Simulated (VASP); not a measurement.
Consider the following.

```xyz
2
Lattice="0.0000 3.0354 3.0354 3.0354 0.0000 3.0354 3.0354 3.0354 0.0000" Properties=species:S:1:pos:R:3 pbc="T T T"
Cu     0.0000     3.0354     3.0354
I      1.5177     1.5177     1.5177
```

These are PBE GGA, VASP's PBE PAW potentials (set 64) (plane waves; VASP) values and carry that method's errors. Settings: 480 eV cut-off, 8×8×8 Γ-centred mesh, Gaussian smearing of 0.050 eV, potentials Cu I.

Each relaxation starts from this cell; other phases were not tried.

Question: The cell is relaxed at 20 GPa. What happens?

Answer: The volume per atom goes from 27.97 to 21.64 Å³ (-22.6 %), and the cell becomes a = 5.5729 Å, b = 5.5729 Å, c = 5.5729 Å, α = 90.00°, β = 90.00°, γ = 90.00°, space group F-43m. The gap on the mesh goes from 1.13 to 1.96 eV.

Question: The cell is relaxed at 30 GPa. What happens?

Answer: The volume per atom goes from 27.97 to 20.21 Å³ (-27.7 %), and the cell becomes a = b = c = 5.4481 Å, α = β = γ = 90.00°, space group F-43m. The gap on the mesh goes from 1.13 to 1.93 eV.

Failed runs are left out, and for metals the shear rows, which the mesh's noise covers.

The compound is CuI in the zinc blende structure.
